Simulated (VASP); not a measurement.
Runs of VASP 6.6.1 on Ta. The structure is cubic, space group Im-3m (No. 229). The conventional cell has a = 3.318 Å, b = 3.318 Å, c = 3.318 Å, α = 90.00°, β = 90.00°, γ = 90.00°. Around Ta (site symmetry m-3m) lie 8 Ta at 2.87 Å. 

```csv
task,cell,pressure (GPa),moment (μB)
relaxation of cell and atoms,relaxed,0.0,0.00
single point,a relaxed cell with its volume scaled by 1.09,-14.1,0.00
single point,a relaxed cell with its volume scaled by 1.03,-5.4,0.00
single point,as given,0.0,0.00
single point,a relaxed cell with its volume scaled by 0.94,(b),0.00
single point,a relaxed cell with its volume scaled by 1.06,(a),0.00
single point,a relaxed cell with its volume scaled by 0.97,6.2,0.00
single point,a relaxed cell with its volume scaled by 0.91,22.1,0.00
```

Alike in all rows: level PBE; potentials or basis VASP PAW PBE potentials, release 64 (Ta_pv); spin non-collinear, zero start, SOC; k mesh 18 × 18 × 18; cutoff (eV) 520; smearing gaussian 0.1 eV.

Question: Fill in the values left out.

Answer: (a) -10.1; (b) 13.5.

Caveats: the relaxation stopped at its first step, so nothing moved (some runs); so large a pressure means that the cell lies far from this level's equilibrium, or that cutoff or potentials fall short (some runs).
